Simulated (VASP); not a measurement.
Energy against volume of ZnSe (zinc blende). All values below come from TPSS meta-GGA, VASP's PBE PAW potentials (set 64) (plane waves; VASP 6.6.1).

```
V (Å³/atom)  E (eV/atom)
-----------  -----------
21.842         -11.06634
22.539         -11.08168
23.236         -11.08785
23.933         -11.08638
24.630         -11.07824
```

Problem. Fit a third-order Birch-Murnaghan equation of state.

Solution. 
```
Quantity                                         Value
---------------------------------------  -------------
volume per atom                          23.43 Å³/atom
bulk modulus                                  57.0 GPa
pressure derivative of the bulk modulus           4.39
lattice constant a                             5.723 Å
```

Measured: bulk modulus 62.4 GPa (computed value off by -8.7 %), as given by Cormac Toher et al., Physical Review Materials (2017), arXiv:1611.05714; a 5.668 Å (computed value off by +1.0 %), as given by Martin Albrecht et al., Physical review. B, Condensed matter (1997), arXiv:cond-mat/9706128. The calculation is for a static lattice, while the measured bulk modulus, a hold thermal and zero-point effects, which are part of the difference.

The compound is ZnSe in the zinc blende structure. It was relaxed first.
